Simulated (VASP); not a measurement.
An input for Quantum ESPRESSO's pw.x (written as the equivalent of a VASP run, and not itself run):

```
&CONTROL
  calculation = 'scf'
  pseudo_dir = './pseudo'
  outdir = './out'
  tprnfor = .true.
  tstress = .true.
/
&SYSTEM
  ibrav = 0
  nat = 6
  ntyp = 2
  ecutwfc = 84
  occupations = 'smearing'
  smearing = 'gaussian'
  degauss = 0.000735
  input_dft = 'pbe'
/
&ELECTRONS
  conv_thr = 7.3e-08
  electron_maxstep = 100
/
ATOMIC_SPECIES
  Sn 118.710 Sn.upf
  O 15.999 O.upf
CELL_PARAMETERS angstrom
     4.7524310    0.0000000    0.0000000
     0.0000000    4.7524310    0.0000000
     0.0000000    0.0000000    3.1991600
ATOMIC_POSITIONS crystal
  Sn   0.5000000  0.5000000  0.5000000
  Sn   0.0000000  0.0000000  0.0000000
  O    0.1940300  0.8059700  0.5000000
  O    0.8059700  0.1940300  0.5000000
  O    0.6940300  0.6940300  0.0000000
  O    0.3059700  0.3059700  0.0000000
K_POINTS automatic
  4 4 6 0 0 0
```

Problem. Write the VASP files for the same calculation (PBE).

Solution. This is not unique; one that fits is 
### KPOINTS
```
kpoints
0
gamma
4 4 6
0 0 0
```

### INCAR
```
LCHARG = F
LASPH = T   ! aspherical one-centre terms
ENCUT = 400   ! plane-wave cut-off (eV)
EDIFF = 1E-6   ! SCF stop (eV)
LWAVE = F
ALGO = Normal
PREC = Accurate
SIGMA = 0.01   ! width (eV)
SYSTEM = SnO2
LREAL = F
ISMEAR = 0
GGA = PE   ! PBE
LMAXMIX = 4   ! l cut-off of mixed one-centre charges
NELM = 100   ! most electronic steps
ISIF = 2   ! forces and stress, cell fixed
```

POSCAR:
```
SnO2
1
    4.7524310000     0.0000000000     0.0000000000
    0.0000000000     4.7524310000     0.0000000000
    0.0000000000     0.0000000000     3.1991600000
Sn O
2 4
Direct
  0.5000000000   0.5000000000   0.5000000000
  0.0000000000   0.0000000000   0.0000000000
  0.1940300000   0.8059700000   0.5000000000
  0.8059700000   0.1940300000   0.5000000000
  0.6940300000   0.6940300000   0.0000000000
  0.3059700000   0.3059700000   0.0000000000
```

POTCAR, in this order: Sn_d O (PBE.64 set). Program: vasp_std.

Limits of the translation: the potentials are each code's own (VASP's PAW set, PseudoDojo norm-conserving files in pw.x), so ENCUT and ecutwfc are chosen apart and not converted; conv_thr bounds pw.x's estimated SCF error, while EDIFF bounds the energy change between steps.

The structure comes from a computed database's SnO2 entry; how it stands against other phases isn't given here. The cell was not relaxed at this level. The run is one of a series of settings (GGA = PE, KPOINTS 4×4×6 Γ-centred mesh, POTCAR Sn_d O (PBE.64 set) against the base run), some of them coarse on purpose.
